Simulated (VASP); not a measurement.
Data:

```yaml
crystal:
  lattice:
    - [0.00000, 1.79193, 1.79193]
    - [1.79193, 0.00000, 1.79193]
    - [1.79193, 1.79193, 0.00000]
  atoms:
    - { symbol: Cu, position: [0.00000, 0.00000, 0.00000] }
```

Level of theory: MS2 meta-GGA, VASP's PBE PAW potentials (set 64) (plane waves; VASP). Settings: 520 eV cut-off, 18×18×18 Γ-centred mesh, first-order Methfessel-Paxton smearing of 0.10 eV, potentials Cu.

### Question
What does the run give for the energy per atom (σ→0), pressure, band gap (on the k-mesh) with the smallest direct gap where there is one?

### Answer

- band gap (on the k-mesh) = none (metal, semimetal or under 0.01 eV)
- energy per atom (σ→0) = -538.4 kJ/mol of atoms
- pressure = -4.53 GPa

The absolute energy has meaning only against runs of the same code, potentials and settings.

The compound is Cu in the fcc structure. This cell is one point of a volume scan, at 1.03 of the reference volume.
